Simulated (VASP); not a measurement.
Data:

```
CELL_PARAMETERS angstrom
      1.88197    -3.25967     0.00000
      1.88197     3.25967     0.00000
      0.00000     0.00000     6.36621
ATOMIC_POSITIONS crystal
  Sn 0.00000 0.00000 0.00000
  Se 0.33333 0.66667 0.24216
  Se 0.66667 0.33333 0.75784
```

All values below come from r2SCAN meta-GGA, VASP's PBE PAW potentials (set 64) (plane waves; VASP). Numerical set-up: 480 eV cut-off, 6×6×4 Γ-centred mesh, Gaussian smearing of 0.050 eV, potentials Sn_d Se.

### Question
The ions are relaxed. Predict the relaxed structure.

### Answer

```
CELL_PARAMETERS angstrom
      1.88197    -3.25967     0.00000
      1.88197     3.25967     0.00000
      0.00000     0.00000     6.36621
ATOMIC_POSITIONS crystal
  Sn 0.00000 0.00000 0.00000
  Se 0.33333 0.66667 0.25050
  Se 0.66667 0.33333 0.74950
```
Space group P-3m1 (164), at a tolerance of 0.03 Å.

### Question
How much energy does the relaxation gain?

### Answer
The energy (σ→0) changes by -10.7 meV/atom, in 3 ionic steps.

The compound is SnSe2 in the 1T layered structure. This cell was strained or had an atom moved on purpose. Symmetry was kept, so distortions that lower it aren't found.
